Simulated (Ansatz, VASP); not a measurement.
One calculation of NaMgF3, two programs

INCAR

```
SYSTEM = NaMgF3
PREC = Accurate ; ENCUT = 520
EDIFF = 1E-6 ; ISMEAR = 0
SIGMA = 0.05 ; LREAL = .FALSE.
LASPH = .TRUE. ; NELM = 100
ALGO = Normal ; ISIF = 2
LWAVE = .FALSE. ; LCHARG = .TRUE.
GGA = CA ; LELF = .TRUE.
LVHAR = .TRUE. ; NBANDS = 23
```

Contents of KPOINTS:

```
regular mesh
0
G
  6 6 6
  0 0 0
```

File POSCAR:

```
NaMgF3
1.0
    4.1977664375      0.0000000000      0.0000000000
    0.0000000000      3.7039115625      0.0000000000
    0.0000000000      0.0000000000      3.9508390000
Na Mg F
1 1 3
Direct
    0.0000000000      0.0000000000      0.0000000000
    0.5000000000      0.5000000000      0.5000000000
    0.5000000000      0.5000000000      0.0000000000
    0.5000000000      0.0000000000      0.5000000000
    0.0000000000      0.5000000000      0.5000000000
```

Input for Ansatz:

```yaml
crystal:
  lattice:
    - [4.1977664375, 0.0, 0.0]
    - [0.0, 3.7039115625, 0.0]
    - [0.0, 0.0, 3.950839]
  atoms:
    - { symbol: Na, position: [0.0, 0.0, 0.0] }
    - { symbol: Mg, position: [0.5, 0.5, 0.5] }
    - { symbol: F, position: [0.5, 0.5, 0.0] }
    - { symbol: F, position: [0.5, 0.0, 0.5] }
    - { symbol: F, position: [0.0, 0.5, 0.5] }
basis:
  ecutwfc: 420
kpoints:
  mp_grid: { grid: [6, 6, 6] }
hamiltonian:
  xc: lda
scf:
  occupations: { method: gaussian, width: 0.05 }
output:
  forces: true
  stress: true
  eigenvalues: true
```

Change from the starting cell: strain +0.0625 x Voigt [1, -1, 0, 0, 0, 0], atoms carried along.

Alike in both runs: task single point; functional LDA; k mesh 6 × 6 × 6; occupations gaussian, width 0.05 eV; no spin polarisation.

|  | VASP | Ansatz |
| --- | --- | --- |
| version | VASP 6.6.1 | Ansatz 0.2.0 |
| potentials or method | VASP PAW LDA potentials, release 64 (Na_pv, Mg, F) | scalar-relativistic, plane waves, PAW |
| plane-wave cutoff (eV) | 520 | 420 |
| valence electrons in the cell | 30 | 40 |

```tsv
	VASP	Ansatz	Ansatz less VASP
gap on the k mesh at the Fermi level (eV)	5.53	5.56	+0.026
least direct gap on the mesh (eV)	6.00	6.02	+0.022
pressure (GPa)	-5.7	-4.9	+0.87
largest component of the traceless stress (GPa)	7.24	7.24	-0.003
```

The two sets of potentials don't hold the same shells in valence.

A k mesh can miss the band edges.
